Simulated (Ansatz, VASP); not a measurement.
# Cross-check of MoS2 between VASP and Ansatz

One calculation is typed for both programs; each brings its own data sets. How far apart do they land? The cell is taken from a series of runs on this material, whose earlier steps may have relaxed, scaled, displaced or heated it; both programs get it as it stands.

Program: Ansatz 0.2.0. Level of theory: plane waves, with VASP 6.6.1 beside it; dielectric response at PBEsol. Results are calculated unless marked as measured.

## (1) The starting structure

Symmetry: P6_3/mmc, No. 194, hexagonal system. The conventional cell has a = 3.141 Å, b = 3.141 Å, c = 12.579 Å, α = 90.00°, β = 90.00°, γ = 120.00°. Nearest to Mo lie 6 S at 2.39 Å. Nearest to S lie 3 Mo at 2.39 Å. Farther neighbours and most contacts between anions are not listed.

## (2) Ansatz: dielectric response, PBEsol

Ansatz runs on its default PAW (the set named soft_2) files.

The response to a field tests empty states and converges slowly with the mesh.

input.yaml reads:

```yaml
crystal:
  lattice:
    - [3.1414339804, 0.0, 0.0]
    - [-1.5707169902, 2.7205616313, 0.0]
    - [0.0, 0.0, 12.5785419241]
  atoms:
    - { symbol: Mo, position: [0.6666666667, 0.3333333333, 0.75] }
    - { symbol: Mo, position: [0.3333333333, 0.6666666667, 0.25] }
    - { symbol: S, position: [0.6666666667, 0.3333333333, 0.3739454063] }
    - { symbol: S, position: [0.3333333333, 0.6666666667, 0.8739454063] }
    - { symbol: S, position: [0.6666666667, 0.3333333333, 0.1260545937] }
    - { symbol: S, position: [0.3333333333, 0.6666666667, 0.6260545937] }
kpoints:
  mp_grid: { grid: [8, 8, 2] }
scf:
  occupations: { method: fixed }
hamiltonian:
  xc: pbesol
  pseudopotentials: { kind: paw }
dielectric: {}
```

Started as:

```bash
$ ansatz run input.yaml --threads 4 --pin off --max-ram 8192MiB --backend cpu --events-out ev --progress --plain --runs-dir out
```

Numbers of over 12 decimals in the logs are rounded to 6 here.

Log:

```text
Engine: ansatz 0.2.0, x86_64-unknown-linux-gnu
Pseudopotentials: kind: paw
Pseudopotential: Mo, paw, valence charge 14, recommended cutoff 420 eV (normal), Mo.paw.azcp
Pseudopotential: S, paw, valence charge 6, recommended cutoff 420 eV (normal), S.paw.azcp
Functional definition: PBEsol
  exchange = pbesol_x
  correlation = pbesol_c
Crystal: 6 atoms, lattice volume = 107.502 Å³
Basis set: ecut = 420 eV, 2059 PW (Γ), exchange–correlation on 48×48×180 points (8 copies of the dense FFT grid, shifted against one another)
Bands: 32, of which v1, the nominal top of the filled ones, is band 26 counted from 1 (25 counted from 0)
Symmetry: 24 space group operations
k-points: 42 of 128 (irreducible under 2 space group operations, time reversal used)
Non-local potential: Mo, projectors of the file, l = 0: 3, l = 1: 2, l = 2: 2, l = 3: 1
Non-local potential: S, projectors of the file, l = 0: 2, l = 1: 2, l = 2: 2
PAW form: soft (Blöchl's): semilocal exchange-correlation on the pseudo side does not see the compensation charge
PAW frozen core: Mo, regenerated for the run's functional, and the local potential with it (the file was generated under x = pbe(κ = 0.804, μ = 0.219515), c = pbe(β = 0.066725))
PAW frozen core: S, regenerated for the run's functional, and the local potential with it (the file was generated under x = pbe(κ = 0.804, μ = 0.219515), c = pbe(β = 0.066725))
PAW one-centre angular grid: Mo, 590 points (default); XC on 64 Gauss nodes
PAW one-centre angular grid: S, 110 points (default); XC on 64 Gauss nodes
Initial density: superposition of atomic densities (neutral atoms: chi_scale 0, normalization atom), corrected by the library's trained network
Initial wavefunctions: pseudopotential atomic-orbital guess
Functional: x = pbesol(κ = 0.804, μ = 0.123457), c = pbesol(β = 0.046)
SCF iter   1: F=—  HF=-13340.336268 eV  |F-HF|=—  |Δ(HF+E_count)|=         —  Δρ=6.81e-3  dr2=4.01e-2  ethr=1.77e-3  ⟨swp⟩=5.1  Hψ=5003  notcnv=0  defer=138
preconditioner: auto → Resta (q_TF=auto, 2.417 Å⁻¹)  ε∞=8.5  [insulator: Δε(μ)=1.072 eV  Ē_g=7.840 eV  n_scr=26 (ndim 8)  ℏωp=21.5 eV  f_vac=0.025  ε∞_Penn≈8.5]
SCF iter   2: F=—  HF=-13340.338317 eV  |F-HF|=—  |Δ(HF+E_count)|=   2.05e-3  Δρ=3.65e-3  dr2=6.74e-3  ethr=7.71e-5  ⟨swp⟩=2.4  Hψ=2436  notcnv=0  defer=166
SCF iter   3: F=—  HF=-13340.339767 eV  |F-HF|=—  |Δ(HF+E_count)|=   1.45e-3  Δρ=1.78e-3  dr2=1.79e-3  ethr=1.30e-5  ⟨swp⟩=2.3  Hψ=1964  notcnv=0  defer=166
SCF iter   4: F=—  HF=-13340.340304 eV  |F-HF|=—  |Δ(HF+E_count)|=   5.36e-4  Δρ=1.78e-4  dr2=6.53e-5  ethr=3.44e-6  ⟨swp⟩=2.0  Hψ=2018  notcnv=0  defer=166
SCF iter   5: F=—  HF=-13340.340321 eV  |F-HF|=—  |Δ(HF+E_count)|=   1.71e-5  Δρ=4.37e-5  dr2=3.39e-6  ethr=1.26e-7  ⟨swp⟩=2.0  Hψ=1881  notcnv=0  defer=66
SCF iter   6: F=—  HF=-13340.340324 eV  |F-HF|=—  |Δ(HF+E_count)|=   2.99e-6  Δρ=1.26e-5  dr2=4.73e-7  ethr=6.52e-9  ⟨swp⟩=2.0  Hψ=1867  notcnv=0  defer=61
SCF iter   7: F=—  HF=-13340.340324 eV  |F-HF|=—  |Δ(HF+E_count)|=   3.37e-7  Δρ=3.50e-6  dr2=2.03e-8  ethr=9.10e-10  ⟨swp⟩=2.0  Hψ=1921  notcnv=0  defer=61
SCF iter   8: F=—  HF=-13340.340324 eV  |F-HF|=—  |Δ(HF+E_count)|=   1.84e-8  Δρ=6.12e-7  dr2=3.59e-10  ethr=3.90e-11  ⟨swp⟩=2.0  Hψ=1957  notcnv=0  defer=61
SCF iter   9: F=-13340.340324 eV  HF=-13340.340324 eV  |F-HF|=1.27e-11  |Δ(HF+E_count)|=  5.78e-10  Δρ=9.38e-8  dr2=8.49e-12  ethr=1.00e-12  ⟨swp⟩=8.9  Hψ=5064  notcnv=0
SCF 1 converged in 9 iterations: F = -13340.340324 eV  dr2 = 8.49e-12
  greatest PAW one-centre occupation: 0.999 electrons in one spin orbital (limit 2), on the Mo atom at site 1 (counted from 0), in its partial waves of l = 0
NSCF: frozen V_eff on 2 k-points
DFPT response loops at Γ: preconditioner auto → Resta (q_TF=auto, 2.417 Å⁻¹)  ε∞=7.5 (no band partly filled); β = 1.00, the filter's whole step (`scf.mixing.beta` (0.50) is not read by the response loops at its default; to damp them type it under 1.00, their step now; it binds the ground state too); Broyden in place of MSR1
── the response to a field inside a basis, on 8×8×2 k-points: an SCF that follows is theirs, and a resumed run solves both again ──
Bands: 27, of which v1, the nominal top of the filled ones, is band 26 counted from 1 (25 counted from 0)
k-points: 20 of 128 (irreducible under 8 space group operations)
Initial density: handed on by an earlier stage of this run
Initial wavefunctions: pseudopotential atomic-orbital guess (no wavefunctions were taken with the density)
Eigensolver: Dense (20 Hₖ)
SCF iter   1: F=—  HF=-13340.284401 eV  |F-HF|=—  |Δ(HF+E_count)|=         —  Δρ=2.62e-4  dr2=1.69e-5  ethr=1.00e-1
preconditioner: auto → Resta (q_TF=auto, 2.417 Å⁻¹)  ε∞=10.0  [insulator: Δε(μ)=1.235 eV  Ē_g=7.177 eV  n_scr=26 (ndim 8)  ℏωp=21.5 eV  f_vac=0.019  ε∞_Penn≈10.0]
SCF iter   2: F=—  HF=-13340.284410 eV  |F-HF|=—  |Δ(HF+E_count)|=   8.59e-6  Δρ=1.44e-4  dr2=5.58e-6  ethr=3.26e-8
SCF iter   3: F=—  HF=-13340.284414 eV  |F-HF|=—  |Δ(HF+E_count)|=   3.85e-6  Δρ=1.31e-5  dr2=2.21e-7  ethr=1.07e-8
SCF iter   4: F=-13340.284414 eV  HF=-13340.284414 eV  |F-HF|=5.00e-8  |Δ(HF+E_count)|=   3.79e-9  Δρ=5.89e-6  dr2=7.95e-8  ethr=4.26e-10
SCF 1 converged in 4 iterations: F = -13340.284414 eV  dr2 = 7.95e-8
DFPT response loops at Γ: preconditioner auto → Resta (q_TF=auto, 2.417 Å⁻¹)  ε∞=7.0 (no band partly filled); β = 1.00, the filter's whole step (`scf.mixing.beta` (0.50) is not read by the response loops at its default; to damp them type it under 1.00, their step now; it binds the ground state too); Broyden in place of MSR1
SCF converged after 9 iterations
Free energy (F): -13340.340324 eV
Harris-Foulkes:  -13340.340324 eV  (|F-HF|=1.27e-11)
Internal energy: -13340.340324 eV  (E = F + TS)
E sigma→0 (E₀):  -13340.340324 eV
Fermi energy:    10.654077 eV
--- Per-component energies (eV) ---
  E_band       = -320.702418
  E_kinetic    = 1313.340293
  E_local      = -4124.603908  (includes V_loc(G=0)·N_el)
  E_nonlocal   = 402.863742
  E_hartree    = 1603.369255
  E_xc         = -751.660411
  E_vxc        = -809.557836  (∫ρ·V_xc dr)
  E_paw        = -8623.832897  (= ΣΔE_a)
  E_vpaw       = -309.483278  (= ΣTr[D̂ρ^β])
  E_aug_tail   = 0.000061  (compensation charges beyond the density's cutoff)
  E_ewald      = -3160.482856
  E_core_change = 0.666396  (= ΣΔE_core)
  E_smearing   = -0.000000  (= −TS)
  E_closure    = 0.000000  (closes the sum)
  Σ components = -13340.340324   (vs F -13340.340324, Δ=0.00e0)
--- Band table (eV; the first three rows and the last of 42) ---
  k-point 0: bands = [... 22 lower, 8.6107, 9.3424, 9.5199, 10.6541, 12.9312, 12.9312, 12.9509, 12.9509, ... 2 higher]
  k-point 1: bands = [... 22 lower, 8.5948, 8.5948, 10.3612, 10.3612, 12.9369, 12.9369, 12.9369, 12.9369, ... 2 higher]
  k-point 2: bands = [... 22 lower, 8.7239, 9.5310, 9.6102, 10.2565, 12.5671, 12.6901, 12.8201, 12.8737, ... 2 higher]
  k-point 41: bands = [... 22 lower, 8.3910, 8.3910, 9.5350, 9.5350, 12.2731, 12.2731, 12.9301, 12.9301, ... 2 higher]
--- Dielectric response (ions clamped): 3 representative field directions + reference, inside a basis on a mesh of 128 k-points (Σ response iterations 15) ---
  ε∞ (high-frequency dielectric tensor):
       14.784313     0.000000     0.000000
        0.000000    14.784313     0.000000
        0.000000     0.000000     6.013088
  Born effective charges Z* (e; rows j = field, columns β = displacement):
    site 0:
        -1.12240    0.00000    0.00000
        -0.00000   -1.12240   -0.00000
         0.00000   -0.00000   -0.62536
    site 1:
        -1.12240   -0.00000    0.00000
         0.00000   -1.12240   -0.00000
         0.00000   -0.00000   -0.62536
    site 2:
         0.56120    0.00000   -0.00000
         0.00000    0.56120   -0.00000
        -0.00000   -0.00000    0.31268
    site 3:
         0.56120   -0.00000   -0.00000
        -0.00000    0.56120    0.00000
         0.00000    0.00000    0.31268
    site 4:
         0.56120   -0.00000    0.00000
        -0.00000    0.56120    0.00000
         0.00000    0.00000    0.31268
    site 5:
         0.56120    0.00000   -0.00000
         0.00000    0.56120   -0.00000
        -0.00000   -0.00000    0.31268
  Z* charge neutrality: 1.528e-2 e pre-enforcement
  solved inside a basis spanned on kpoints, on 8×8×2 k-points, its susceptibility summed on 14×14×4: ε∞ is read to err by 7.6e-2, Z* by 1.9e-2 e (field_mesh: kpoints solves on kpoints); Z* is corrected for what the basis lacks
```

[end of part 1 of 2]

[Lines on the potential files, build, host, timing and source positions are cut from VASP's logs without a mark.]

[Logs are printed without paths, hosts, clocks, repeated set-up lines and the standing remarks that a program may print on its own settings, such as how far it seeks lower states.]

[Hosts, paths, dates, database ids (printed as entryN), source tags and the programs' standing remarks are cut or masked in the printed files.]
